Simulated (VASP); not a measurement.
Given:

```
RuSi
1.0
    4.66449     0.00000     0.00000
    0.00000     4.66449     0.00000
    0.00000     0.00000     4.66449
Si Ru
4 4
Cartesian
  0.75507   1.57717   3.08731
  3.08731   0.75507   1.57717
  3.90942   3.90942   3.90942
  1.57717   3.08731   0.75507
  4.05261   2.94411   1.72037
  1.72037   4.05261   2.94411
  0.61187   0.61187   0.61187
  2.94411   1.72037   4.05261
```

These are LDA (Ceperley-Alder, Perdew-Zunger), VASP's LDA PAW potentials (set 64) (plane waves; VASP) values and carry that method's errors. Run with 400 eV cut-off, 6×6×6 Γ-centred mesh, tetrahedra with Blöchl corrections, potentials Si Ru_pv.

The cores are frozen, which limits the accuracy of field gradients.

Give the principal components of the electric field gradient (V/Å²) and the asymmetry η at each nucleus.

```json
[
 {"atom": "Si1", "Vxx": "18.0", "Vyy": "18.0", "Vzz": "-36.0", "η": "0.00"},
 {"atom": "Si2", "Vxx": "18.0", "Vyy": "18.0", "Vzz": "-36.0", "η": "0.00"},
 {"atom": "Si3", "Vxx": "18.0", "Vyy": "18.0", "Vzz": "-36.0", "η": "0.00"},
 {"atom": "Si4", "Vxx": "18.0", "Vyy": "18.0", "Vzz": "-36.0", "η": "0.00"},
 {"atom": "Ru5", "Vxx": "-48.7", "Vyy": "-48.7", "Vzz": "97.5", "η": "0.00"},
 {"atom": "Ru6", "Vxx": "-48.7", "Vyy": "-48.7", "Vzz": "97.5", "η": "0.00"},
 {"atom": "Ru7", "Vxx": "-48.7", "Vyy": "-48.7", "Vzz": "97.5", "η": "0.00"},
 {"atom": "Ru8", "Vxx": "-48.7", "Vyy": "-48.7", "Vzz": "97.5", "η": "0.00"}
]
```

The compound is RuSi in the B20 structure. It was relaxed first.
